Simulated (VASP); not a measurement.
**GaBi (relaxed from the rock salt structure, space group Fm-3m): computed properties**

Level of theory: PBEsol GGA, VASP's PBE PAW potentials (set 64) (plane waves; VASP).

```json
{
 "space_group": "Fm-3m (225)",
 "cell": "a = b = c = 5.884 Å, α = β = γ = 90.00°",
 "volume_per_atom": "25.47 Å³/atom",
 "band gap (over mesh and band path)": "none (metal, semimetal or under 0.01 eV)",
 "density": "9.09 g/cm³"
}
```

```yaml
crystal:
  lattice:
    - [0.00000, 2.94216, 2.94216]
    - [2.94216, 0.00000, 2.94216]
    - [2.94216, 2.94216, 0.00000]
  atoms:
    - { symbol: Ga, position: [0.00000, 0.00000, 0.00000] }
    - { symbol: Bi, position: [0.50000, 0.50000, 0.50000] }
```

Unless said otherwise, spin-orbit coupling is left out, though it shifts the bands of the heavy elements here.

The structure was generated: GaBi was put into the rock salt type (Fm-3m), which need not be its known phase. It was relaxed first. Symmetry was kept, so distortions that lower it aren't found.
